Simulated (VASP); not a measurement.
Method: r2SCAN+rVV10, VASP's PBE PAW potentials (set 64) (plane waves; VASP).

Gaps are without spin-orbit coupling.

Task: Order these relaxed crystals by band gap, smallest first: C, Fd-3m (227); NaF, Fm-3m (225); CsH, Fm-3m (225); Ge, Fd-3m (227).

Result: Ge, Fd-3m (227) (0.45 eV), CsH, Fm-3m (225) (2.52 eV), C, Fd-3m (227) (4.30 eV), NaF, Fm-3m (225) (7.41 eV)
